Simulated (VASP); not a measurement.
Here is the system:

```
CELL_PARAMETERS angstrom
      1.87683    -3.25077     0.00000
      1.87683     3.25077     0.00000
      0.00000     0.00000     5.12586
ATOMIC_POSITIONS crystal
  Se 0.00000 0.27304 0.66667
  Se 0.72696 0.72696 0.00000
  Se 0.27304 0.00000 0.33333
```

These are LDA (Ceperley-Alder, Perdew-Zunger), VASP's LDA PAW potentials (set 64) (plane waves; VASP) values and carry that method's errors. Settings: 500 eV cut-off, 7×7×5 Γ-centred mesh, Gaussian smearing of 0.050 eV, potentials Se.

Energy and stress use the plane-wave basis of the starting cell.

**Question.** The ions, cell shape and volume at an external pressure of 10.0 GPa are relaxed. Predict the relaxed structure.

**Answer.** 
```
CELL_PARAMETERS angstrom
      1.81994    -3.15222     0.00000
      1.81994     3.15222     0.00000
      0.00000     0.00000     5.12260
ATOMIC_POSITIONS crystal
  Se 0.00000 0.28255 0.66667
  Se 0.71745 0.71745 0.00000
  Se 0.28255 0.00000 0.33333
```
Space group P3_121 (152), at a tolerance of 0.03 Å.

**Question.** How do energy and volume change from the first to the last step?

**Answer.** The energy (σ→0) changes by +57.1 meV/atom and the volume by -6.0 %, in 8 ionic steps.

The compound is Se in the trig structure. This run relaxes it under an external pressure of 10 GPa. Symmetry was kept, so distortions that lower it aren't found.
